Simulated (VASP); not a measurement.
Calculation: revTPSS meta-GGA, VASP's PBE PAW potentials (set 64) (plane waves; VASP 6.6.1).

VASP input:

### INCAR
```
SYSTEM = BaTiO3
PREC = Accurate; ENCUT = 520; LREAL = .FALSE.
LASPH = .TRUE.
EDIFF = 1E-6; NELM = 100; ALGO = Normal
LMAXMIX = 4; LMIXTAU = .TRUE.
ISMEAR = 0; SIGMA = 0.05
METAGGA = RTPSS
IBRION = 2; NSW = 60; ISIF = 3
EDIFFG = -0.02
LWAVE = .FALSE.; LCHARG = .FALSE.
```

**POSCAR**
```
BaTiO3
1.0
  4.0156694803   0.0000000000   0.0000000000
  0.0000000000   4.0156694803   0.0000000000
  0.0000000000   0.0000000000   4.0156694803
Ba Ti O
1 1 3
Direct
  0.0000000000   0.0000000000   0.0000000000
  0.5000000000   0.5000000000   0.5000000000
  0.5000000000   0.0000000000   0.5000000000
  0.0000000000   0.5000000000   0.5000000000
  0.5000000000   0.5000000000   0.0000000000
```

KPOINTS:
```
Automatic
0
gamma
  5 5 5
```

POTCAR, in this order: Ba_sv Ti_sv O (PBE.64 set). Program: vasp_std.

Question: Predict the energy per atom (σ→0).

Answer: 
```json
{
  "energy per atom (σ→0)": "-4.419 eV/atom"
}
```

OSZICAR:
```
...
DAV:  15    -0.220965991436E+02    0.59551E-02   -0.37846E-02   624   0.128E+00    0.157E-01
DAV:  16    -0.220968995322E+02   -0.30039E-03   -0.22674E-03   560   0.433E-01    0.735E-02
DAV:  17    -0.220971903168E+02   -0.29078E-03   -0.53473E-04   592   0.198E-01    0.504E-02
DAV:  18    -0.220972198916E+02   -0.29575E-04   -0.20866E-04   632   0.859E-02    0.631E-02
DAV:  19    -0.220972052434E+02    0.14648E-04   -0.97621E-05   640   0.858E-02    0.108E-02
DAV:  20    -0.220972063752E+02   -0.11317E-05   -0.56673E-06   544   0.238E-02    0.535E-03
DAV:  21    -0.220972073223E+02   -0.94713E-06   -0.14969E-06   384   0.839E-03
   1 F= -.22097207E+02 E0= -.22097207E+02  d E =-.220972E+02
```

The compound is BaTiO3 in the cubic perovskite structure, the ideal cubic form; the compound distorts at low or room temperature. It was relaxed first. The start is the result of an earlier pass.
